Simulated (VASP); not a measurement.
Output of a VASP run:

**OSZICAR**
```
       N       E                     dE             d eps       ncg     rms          rms(c)
DAV:   1     0.382801413836E+02    0.38280E+02   -0.65027E+03   870   0.127E+03
DAV:   2    -0.895126757567E+01   -0.47231E+02   -0.46304E+02   917   0.231E+02
DAV:   3    -0.102114498748E+02   -0.12602E+01   -0.12576E+01  1071   0.365E+01
DAV:   4    -0.102282753664E+02   -0.16825E-01   -0.16818E-01  1151   0.395E+00
DAV:   5    -0.102283233184E+02   -0.47952E-04   -0.47952E-04  1074   0.176E-01    0.408E+00
DAV:   6    -0.979820977926E+01    0.43011E+00   -0.20917E+00   869   0.117E+01    0.132E+00
DAV:   7    -0.979629157835E+01    0.19182E-02   -0.20970E-02  1140   0.161E+00    0.816E-01
DAV:   8    -0.979843318264E+01   -0.21416E-02   -0.11500E-02  1150   0.150E+00    0.909E-02
DAV:   9    -0.979848621317E+01   -0.53031E-04   -0.90398E-04   923   0.347E-01    0.406E-02
DAV:  10    -0.979851498840E+01   -0.28775E-04   -0.99600E-05   971   0.101E-01    0.577E-03
DAV:  11    -0.979851530417E+01   -0.31577E-06   -0.23383E-06  1093   0.210E-02    0.135E-03
DAV:  12    -0.979851553250E+01   -0.22833E-06   -0.36708E-07  1015   0.695E-03    0.107E-03
DAV:  13    -0.979851548677E+01    0.45728E-07   -0.67446E-08   550   0.290E-03
   1 F= -.89031940E+01 E0= -.89031940E+01  d E =-.890319E+01
       N       E                     dE             d eps       ncg     rms          rms(c)
DAV:   1    -0.980017094879E+01   -0.16554E-02   -0.43548E-03   849   0.697E-01    0.120E-01
DAV:   2    -0.979996350948E+01    0.20744E-03   -0.10738E-03   867   0.281E-01    0.238E-02
DAV:   3    -0.979995977942E+01    0.37301E-05   -0.70198E-06  1101   0.339E-02    0.127E-02
DAV:   4    -0.979995759370E+01    0.21857E-05   -0.23577E-06  1220   0.162E-02    0.697E-04
DAV:   5    -0.979995749915E+01    0.94550E-07   -0.91546E-08   676   0.362E-03
   2 F= -.89032168E+01 E0= -.89032168E+01  d E =-.227941E-04
```

File OUTCAR:
```
------------------------ aborting loop because EDIFF is reached ----------------------------------------
  FORCE on cell =-STRESS in cart. coord.  units (eV):
  Direction    XX          YY          ZZ          XY          YZ          ZX
  --------------------------------------------------------------------------------------
  Total        0.9032664      0.9032664      0.9032664      0.0000000     -0.0000000     -0.0000000
  in kB      100.7277145    100.7277145    100.7277145      0.0000000     -0.0000000     -0.0000000
  external PRESSURE =       0.7277145 kB  Pullay stress =     100.0000000 kB
  volume of cell :       14.37
      direct lattice vectors                 reciprocal lattice vectors
     0.000000000  1.929519417  1.929519417    -0.259131883  0.259131883  0.259131883
     1.929519417  0.000000000  1.929519417     0.259131883 -0.259131883  0.259131883
     1.929519417  1.929519417  0.000000000     0.259131883  0.259131883 -0.259131883
  FREE ENERGIE OF THE ION-ELECTRON SYSTEM (eV)
  ---------------------------------------------------
  free  energy   TOTEN  =        -9.7999574992 eV

  energy  without entropy=       -9.7999574992  energy(sigma->0) =       -9.79995750
  enthalpy is  TOTEN    =        -8.9032168163 eV   P V=        0.8967406828

 reached required accuracy - stopping structural energy minimisation
```
(Selected blocks of OUTCAR.)

### POSCAR
```
LiF
1
    0.0000000000     1.9285009674     1.9285009674
    1.9285009674     0.0000000000     1.9285009674
    1.9285009674     1.9285009674     0.0000000000
Li F
1 1
Direct
  0.0000000000   1.0000000000   1.0000000000
  0.5000000000   0.5000000000   0.5000000000
```

Problem. Write an INCAR and KPOINTS that could have produced this output.

Solution. Several could match; the one computed here: the input of the run itself, PBEsol GGA, plane waves, VASP's PBE PAW potentials (set 64).

### INCAR
```
# general
SYSTEM  = LiF
PREC    = Accurate
ENCUT   = 600
LREAL   = F
LASPH   = T

# electronic loop
EDIFF   = 1E-7
NELM    = 100
ALGO    = Normal

# smearing
ISMEAR  = 0
SIGMA   = 0.05

# functional
GGA     = PS

# ions
IBRION  = 2
NSW     = 40
ISIF    = 3
EDIFFG  = -0.01
PSTRESS = 100

# output
LWAVE   = F
LCHARG  = F
```

**KPOINTS**
```
kpoints
0
G
10 10 10
0 0 0
```

POTCAR, in this order: Li_sv F (PBE.64 set). Program: vasp_std.

The compound is LiF in the rock salt structure. This run relaxes it under an external pressure of 10 GPa. Symmetry was kept, so distortions that lower it aren't found.
